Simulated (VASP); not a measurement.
An input for Quantum ESPRESSO's pw.x (written as the equivalent of a VASP run, and not itself run):

```
&CONTROL
  calculation = 'scf'
  pseudo_dir = './pseudo'
  outdir = './out'
  tprnfor = .true.
  tstress = .true.
/
&SYSTEM
  ibrav = 0
  nat = 5
  ntyp = 3
  ecutwfc = 84
  occupations = 'smearing'
  smearing = 'gaussian'
  degauss = 0.00735
  input_dft = 'pz'
/
&ELECTRONS
  conv_thr = 7.3e-08
  electron_maxstep = 100
/
ATOMIC_SPECIES
  Ca 40.078 Ca.upf
  Zn 65.380 Zn.upf
  Si 28.085 Si.upf
CELL_PARAMETERS angstrom
    -2.1062100    2.1062100    5.0500250
     2.1062100   -2.1062100    5.0500250
     2.1062100    2.1062100   -5.0500250
ATOMIC_POSITIONS crystal
  Ca   0.0000000  0.0000000  0.0000000
  Zn   0.2500000  0.7500000  0.5000000
  Zn   0.7500000  0.2500000  0.5000000
  Si   0.6157900  0.6157900  0.0000000
  Si   0.3842100  0.3842100  0.0000000
K_POINTS automatic
  8 8 8 0 0 0
```

Task: Translate this input to VASP (INCAR, KPOINTS, POSCAR, choice of POTCAR).

Result: One answer among several that fit: 
KPOINTS:
```
kpoints
0
G
 8 8 8
0 0 0
```

**POSCAR**
```
Ca(ZnSi)2
1
   -2.1062100000     2.1062100000     5.0500250000
    2.1062100000    -2.1062100000     5.0500250000
    2.1062100000     2.1062100000    -5.0500250000
Ca Zn Si
1 2 2
Direct
  0.0000000000   0.0000000000   0.0000000000
  0.2500000000   0.7500000000   0.5000000000
  0.7500000000   0.2500000000   0.5000000000
  0.6157900000   0.6157900000   0.0000000000
  0.3842100000   0.3842100000   0.0000000000
```

INCAR:
```
SYSTEM=Ca(ZnSi)2
PREC=Accurate; ENCUT=300; LREAL=F
LASPH=T
EDIFF=1E-6; NELM=100; ALGO=Normal
LMAXMIX=4
ISMEAR=0; SIGMA=0.1
ISIF=2
LWAVE=F; LCHARG=F
```

POTCAR, in this order: Ca_sv Zn Si (LDA.64 set). Program: vasp_std.

The two are equivalent in intent, not identical: the potentials are each code's own (VASP's PAW set, PseudoDojo norm-conserving files in pw.x), so ENCUT and ecutwfc are chosen apart and not converted; conv_thr bounds pw.x's estimated SCF error, while EDIFF bounds the energy change between steps.

The structure comes from a computed database's CaZn2Si2 entry (I4/mmm); how it stands against other phases isn't given here. The cell was not relaxed at this level.
